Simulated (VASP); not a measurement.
Output of a VASP run:

**OUTCAR**
```
 ion  position               nearest neighbor table
   1  0.000  0.000  0.000-   2 2.45   2 2.45   2 2.45   2 2.45
   2  0.250  0.250  0.250-   1 2.45   1 2.45   1 2.45   1 2.45
  LATTYP: Found a face centered cubic cell.
 ALAT       =     5.6500000000
 Subroutine PRICEL returns:
 Original cell was already a primitive cell.
 Subroutine GETGRP returns: Found 24 space group operations
The static configuration has the point symmetry T_d .
The dynamic configuration has the point symmetry T_d .
 Subroutine INISYM returns: Found 24 space group operations
 Subroutine IBZKPT returns following result:
 Found     20 irreducible k-points:

 Following reciprocal coordinates:
            Coordinates               Weight
  0.000000  0.000000  0.000000      1.000000
  0.142857  0.000000  0.000000      8.000000
  0.285714  0.000000  0.000000      8.000000
  0.428571  0.000000  0.000000      8.000000
  0.142857  0.142857  0.000000      6.000000
  0.285714  0.142857  0.000000     24.000000
  0.428571  0.142857  0.000000     24.000000
 -0.428571  0.142857  0.000000     24.000000
 -0.285714  0.142857  0.000000     24.000000
 -0.142857  0.142857  0.000000     12.000000
  0.285714  0.285714  0.000000      6.000000
  0.428571  0.285714  0.000000     24.000000
 -0.428571  0.285714  0.000000     24.000000
 -0.285714  0.285714  0.000000     12.000000
  0.428571  0.428571  0.000000      6.000000
 -0.428571  0.428571  0.000000     12.000000
  0.428571  0.285714  0.142857     24.000000
 -0.428571  0.285714  0.142857     48.000000
 -0.428571  0.428571  0.142857     24.000000
 -0.285714  0.428571  0.142857     24.000000
   k-points           NKPTS =     20   k-points in BZ     NKDIM =     20   number of bands    NBANDS=     13
   number of dos      NEDOS =    301   number of ions     NIONS =      2
   total plane-waves  NPLWV =  27000
   dimension x,y,z NGX =    30 NGY =   30 NGZ =   30
   dimension x,y,z NGXF=    60 NGYF=   60 NGZF=   60
   ions per type =               1   1
   PREC   = accura    normal or accurate (medium, high low for compatibility)
   ISTART =      0    job   : 0-new  1-cont  2-samecut
   ICHARG =      2    charge: 1-file 2-atom 10-const
   ISPIN  =      1    spin polarized calculation?
   LNONCOLLINEAR =      F non collinear calculations
   LSORBIT =      F    spin-orbit coupling
   INIWAV =      1    electr: 0-lowe 1-rand  2-diag
   ENCUT  =  520.0 eV  38.22 Ry    6.18 a.u.   7.43  7.43  7.43*2*pi/ulx,y,z
   NELM   =    100;   NELMIN=  2; NELMDL= -5     # of ELM steps
   EDIFF  = 0.1E-05   stopping-criterion for ELM
   LREAL  =      F    real-space projection
   NLSPLINE    = F    spline interpolate recip. space projectors
   LMAXMIX     =    4 max onsite mixed and CHGCAR
   VOSKOWN=      0    Vosko Wilk Nusair interpolation
   EDIFFG = -.1E-01   stopping-criterion for IOM
   NSW    =     60    number of steps for IOM
   NBLOCK =      1;   KBLOCK =     60    inner block; outer block
   IBRION =      2    ionic relax: 0-MD 1-quasi-New 2-CG
   NFREE  =      1    steps in history (QN), initial steepest desc. (CG)
   ISIF   =      3    stress and relaxation
   ISYM   =      2    0-nonsym 1-usesym 2-fastsym
   TEIN   =    0.0    initial temperature
   TEBEG  =    0.0;   TEEND  =   0.0 temperature during run
   SMASS  =  -3.00    Nose mass-parameter (am)
   PSTRESS=    0.0 pullay stress
   NELECT =      18.0000    total number of electrons
   EFERMI =   0.00;   METHOD = LEGACY
   ISMEAR =     0;   SIGMA  =   0.05  broadening in eV -4-tet -1-fermi 0-gaus
   IALGO  =     38    algorithm
   LDIAG  =      T    sub-space diagonalisation (order eigenvalues)
   IMIX   =      4    mixing-type and parameters
     AMIX     =   0.40;   BMIX     =  1.00
     AMIX_MAG =   1.60;   BMIX_MAG =  1.00
     AMIN     =   0.10
   GGA     = PE    functional components
   VOSKOWN =     0    Vosko Wilk Nusair interpolation
   LHFCALC =     F    Hartree Fock is set to
   LHFONE  =     F    Hartree Fock one center treatment
...
```

File OSZICAR:
```
       N       E                     dE             d eps       ncg     rms          rms(c)
DAV:   1     0.829753367541E+02    0.82975E+02   -0.95042E+03   528   0.186E+03
DAV:   2    -0.205608418151E+01   -0.85031E+02   -0.82694E+02   550   0.329E+02
DAV:   3    -0.829048854051E+01   -0.62344E+01   -0.61986E+01   665   0.754E+01
DAV:   4    -0.839924718008E+01   -0.10876E+00   -0.10872E+00   594   0.111E+01
DAV:   5    -0.840139551199E+01   -0.21483E-02   -0.21482E-02   663   0.131E+00    0.292E+00
DAV:   6    -0.825790325893E+01    0.14349E+00   -0.25770E-01   804   0.978E+00    0.176E+00
DAV:   7    -0.823808384370E+01    0.19819E-01   -0.75358E-02   689   0.224E+00    0.565E-01
DAV:   8    -0.823881855712E+01   -0.73471E-03   -0.10668E-02   600   0.146E+00    0.104E-01
DAV:   9    -0.823921091076E+01   -0.39235E-03   -0.10940E-03   633   0.467E-01    0.527E-02
DAV:  10    -0.823927524488E+01   -0.64334E-04   -0.82771E-05   658   0.108E-01    0.288E-02
DAV:  11    -0.823932702865E+01   -0.51784E-04   -0.80821E-05   540   0.787E-02    0.354E-03
DAV:  12    -0.823932733611E+01   -0.30745E-06   -0.13686E-06   504   0.199E-02
   1 F= -.90803270E+01 E0= -.90803270E+01  d E =-.908033E+01
       N       E                     dE             d eps       ncg     rms          rms(c)
DAV:   1    -0.826995037447E+01   -0.30623E-01   -0.27789E-01   670   0.110E+01    0.819E-01
DAV:   2    -0.825415857216E+01    0.15792E-01   -0.28267E-02   635   0.393E+00    0.380E-01
DAV:   3    -0.825008340600E+01    0.40752E-02   -0.53435E-03   685   0.152E+00    0.796E-02
DAV:   4    -0.824972064647E+01    0.36276E-03   -0.47651E-04   603   0.356E-01    0.276E-02
DAV:   5    -0.824967092683E+01    0.49720E-04   -0.32077E-05   647   0.851E-02    0.745E-03
DAV:   6    -0.824966927547E+01    0.16514E-05   -0.39805E-06   550   0.349E-02    0.365E-03
DAV:   7    -0.824966946935E+01   -0.19388E-06   -0.64637E-07   330   0.157E-02
   2 F= -.90808812E+01 E0= -.90808812E+01  d E =-.554267E-03
       N       E                     dE             d eps       ncg     rms          rms(c)
DAV:   1    -0.824864702714E+01    0.10222E-02   -0.21890E-02   670   0.301E+00    0.233E-01
DAV:   2    -0.824738151584E+01    0.12655E-02   -0.23391E-03   635   0.118E+00    0.107E-01
DAV:   3    -0.824706416328E+01    0.31735E-03   -0.39668E-04   680   0.413E-01    0.235E-02
DAV:   4    -0.824703607853E+01    0.28085E-04   -0.36224E-05   588   0.935E-02    0.783E-03
DAV:   5    -0.824703263387E+01    0.34447E-05   -0.25284E-06   504   0.241E-02    0.199E-03
DAV:   6    -0.824703259945E+01    0.34422E-07   -0.22729E-07   260   0.788E-03
   3 F= -.90809904E+01 E0= -.90809904E+01  d E =-.663437E-03
```

### OUTCAR
```
------------------------ aborting loop because EDIFF is reached ----------------------------------------
  Edisp (eV):   -0.83396
  FORCE on cell =-STRESS in cart. coord.  units (eV):
  Direction    XX          YY          ZZ          XY          YZ          ZX
  --------------------------------------------------------------------------------------
  Total       0.00554     0.00554     0.00554     0.00000     0.00000     0.00000
  in kB       0.19512     0.19512     0.19512     0.00000     0.00000     0.00000
  external pressure =        0.20 kB  Pullay stress =        0.00 kB
  volume of cell :       45.47
      direct lattice vectors                 reciprocal lattice vectors
     0.000000000  2.832830567  2.832830567    -0.176501908  0.176501908  0.176501908
     2.832830567  0.000000000  2.832830567     0.176501908 -0.176501908  0.176501908
     2.832830567  2.832830567 -0.000000000     0.176501908  0.176501908 -0.176501908
  FREE ENERGIE OF THE ION-ELECTRON SYSTEM (eV)
  ---------------------------------------------------
  free  energy   TOTEN  =        -9.0809904171 eV

  energy  without entropy=       -9.0809904170  energy(sigma->0) =       -9.08099042

 reached required accuracy - stopping structural energy minimisation
```
(Selected blocks of OUTCAR.)

**POSCAR**
```
GaAs
1
    0.0000000000     2.8250000000     2.8250000000
    2.8250000000     0.0000000000     2.8250000000
    2.8250000000     2.8250000000     0.0000000000
Ga As
1 1
Direct
  0.0000000000   0.0000000000   0.0000000000
  0.2500000000   0.2500000000   0.2500000000
```

Reconstruct the remaining input files.

Several could match; the one computed here: the input of the run itself, PBE GGA with D4 dispersion, plane waves, VASP's PBE PAW potentials (set 64).

**INCAR**
```
ALGO = Normal
EDIFF = 1E-6
EDIFFG = -0.01
ENCUT = 520
GGA = PE
IBRION = 2
ISIF = 3
ISMEAR = 0
IVDW = 13
LASPH = .True.
LCHARG = .False.
LMAXMIX = 4
LREAL = .False.
LWAVE = .False.
NELM = 100
NSW = 60
PREC = Accurate
SIGMA = 0.05
SYSTEM = GaAs
```

KPOINTS:
```
Automatic mesh
0
G
7 7 7
0 0 0
```

POTCAR, in this order: Ga_d As (PBE.64 set). Program: vasp_std.

The compound is GaAs in the zinc blende structure. This run relaxes it. Symmetry was kept, so distortions that lower it aren't found.
